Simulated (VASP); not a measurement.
Here is the system:

```
NiTe
1.0
    3.97188     0.00000     0.00000
   -1.98594     3.43975     0.00000
    0.00000     0.00000     5.17933
Ni Te
2 2
Direct
  0.00000   0.00000   0.00000
  0.00000   0.00000   0.50000
  0.33333   0.66667   0.25000
  0.66667   0.33333   0.75000
```

Calculation: PBEsol GGA, VASP's PBE PAW potentials (set 64) (plane waves; VASP). Run with 400 eV cut-off, Gaussian smearing of 0.050 eV, potentials Ni Te.

Question: Give the energies of bands 6 to 19 at the high-symmetry points, in eV from the Fermi level.

Answer: 
| band | Γ | M | K | A | L | H |
|---|---|---|---|---|---|---|
| 6 | -3.21 | -4.26 | -4.11 | -3.78 | -4.07 | -6.03 |
| 7 | -2.62 | -4.21 | -4.11 | -3.57 | -3.37 | -3.21 |
| 8 | -2.62 | -4.07 | -3.31 | -3.57 | -3.37 | -3.21 |
| 9 | -2.20 | -3.27 | -2.74 | -2.14 | -2.09 | -2.10 |
| 10 | -2.20 | -2.24 | -2.08 | -2.14 | -2.09 | -2.10 |
| 11 | -1.35 | -2.11 | -2.08 | -2.14 | -1.94 | -2.02 |
| 12 | -1.35 | -1.90 | -1.77 | -2.14 | -1.94 | -2.02 |
| 13 | -1.20 | -1.69 | -1.39 | -1.38 | -1.88 | -1.59 |
| 14 | -1.20 | -1.42 | -1.39 | -1.38 | -1.88 | -1.59 |
| 15 | -0.22 | -1.34 | -1.14 | 0.68 | -0.60 | -1.45 |
| 16 | 1.23 | -1.05 | -1.14 | 0.68 | -0.60 | -1.45 |
| 17 | 1.23 | 0.48 | -0.38 | 0.68 | 0.35 | 2.23 |
| 18 | 1.42 | 2.16 | -0.38 | 0.68 | 0.35 | 2.23 |
| 19 | 1.84 | 2.76 | 2.25 | 4.00 | 3.64 | 5.68 |

It has no gap at this level: it comes out as a metal or semimetal.

The structure was generated: NiTe was put into the NiAs type type (P6_3/mmc), which need not be its known phase. It was relaxed first, which changed the volume by -19 %. The run is not spin-polarised, so no magnetic state was tried.
